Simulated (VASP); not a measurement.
## SiSe: changing the dispersion correction

The cell as given:

It takes space group P-6m2 (No. 187, hexagonal). Conventional cell: a = 3.595 Å, b = 3.595 Å, c = 3.599 Å, α = 90.00°, β = 90.00°, γ = 120.00°. Si (site symmetry -6m2) has 6 Se at 2.75 Å as nearest neighbours. Se (site symmetry -6m2) has 6 Si at 2.75 Å as nearest neighbours.

The cell comes from a database or a generator and needn't be the stable form of this composition.

Kept alike: task relaxation of cell and atoms; functional RPBE; k mesh 9 × 9 × 7; occupations fermi-dirac, width 0.05 eV; no spin polarisation. Program: VASP, PBE PAW files Se, Si, 600 eV. The mesh is that of the run's cell of 2 atoms. No spin-orbit coupling.

| dispersion correction | volume (Å³/atom) |
| --- | --- |
| D3(zero) | 19.975 |
| D4 | 21.192 |
| none | 20.772 |

The relaxations keep at least the cell's symmetry (P-6m2). For a metal such a mesh leaves the last digits unconverged. Relaxations stop with a little pressure left, so the last digits of a volume or edge aren't settled. Runs of this series that gave no sound value for these columns are left out. All rows use potentials made for PBE.

**Question.** What does the dispersion correction change here?

**Answer.** The volume runs from 19.975 (D3(zero)) to 21.192 Å³/atom (D4). Against no correction: D3(zero) -3.8 %; D4 +2.0 %. A larger cell runs against the usual contraction; coefficients that follow the coordination can push outwards.
